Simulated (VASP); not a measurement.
Calculation: PBE GGA, VASP's PBE PAW potentials (set 64) (plane waves; VASP).

VASP ran on this input.

### KPOINTS
```
Automatic mesh
0
Gamma
3 6 3
0 0 0
```

### INCAR
```
# general
SYSTEM  = Cd4S2Se2
PREC    = Accurate
ENCUT   = 400
LREAL   = .FALSE.   # projection in real space or not
LASPH   = .TRUE.   # aspherical one-centre terms

# electronic loop
EDIFF   = 1E-6   # SCF stop (eV)
NELM    = 100
ALGO    = Normal   # blocked Davidson
LMAXMIX = 4

# smearing
ISMEAR  = 0   # Gaussian
SIGMA   = 0.05   # width (eV)

# functional
GGA     = PE

# ions
IBRION  = 2
NSW     = 60   # most ionic steps
ISIF    = 3
EDIFFG  = -0.02

# output
LWAVE   = .FALSE.
LCHARG  = .FALSE.
```

**POSCAR**
```
Cd4S2Se2
1
    4.3115418331    -7.4430446863     0.0000000000
    2.1450479596     3.7153319489     0.0000000000
    0.0000000000     0.0000000000     6.9719339621
Cd Se S
4 2 2
Direct
  0.3440449022   0.3440439022   0.4952419303
  0.1559560978   0.6559560978   0.9952419303
  0.8228141286   0.3228141286   0.5051914577
  0.6771848714   0.6771858714   0.0051914577
  0.3374222860   0.3374212860   0.8773741894
  0.1625787140   0.6625787140   0.3773741894
  0.8290160389   0.3290160389   0.8761924226
  0.6709829611   0.6709839611   0.3761924226
```

POTCAR, in this order: Cd Se S (PBE.64 set). Program: vasp_std.

**Question.** Estimate the energy per atom (σ→0), volume per atom, band gap (on the k-mesh).

**Answer.** 
energy per atom (σ→0): -2.904 eV/atom
band gap (on the k-mesh): 0.70 eV
volume per atom: 27.78 Å³/atom

OSZICAR:
```
...
       N       E                     dE             d eps       ncg     rms          rms(c)
DAV:   1    -0.232299616778E+02   -0.31132E-03   -0.25201E-01  1376   0.244E+00    0.188E-01
DAV:   2    -0.232298526207E+02    0.10906E-03   -0.41603E-03  1542   0.374E-01    0.701E-02
DAV:   3    -0.232297872300E+02    0.65391E-04   -0.14716E-04  1588   0.765E-02    0.515E-02
DAV:   4    -0.232297627680E+02    0.24462E-04   -0.44379E-05  1559   0.355E-02    0.188E-02
DAV:   5    -0.232297601852E+02    0.25828E-05   -0.72371E-06  1569   0.150E-02    0.709E-03
DAV:   6    -0.232297595248E+02    0.66041E-06   -0.33170E-07   766   0.427E-03
  12 F= -.23229760E+02 E0= -.23229760E+02  d E =-.344785E-03
```

The structure was generated: Cd4S2Se2 was put into an ordered model structure (Pmn2_1), which need not be its known phase. This run relaxes it. Symmetry was kept, so distortions that lower it aren't found. The start is the result of an earlier pass.
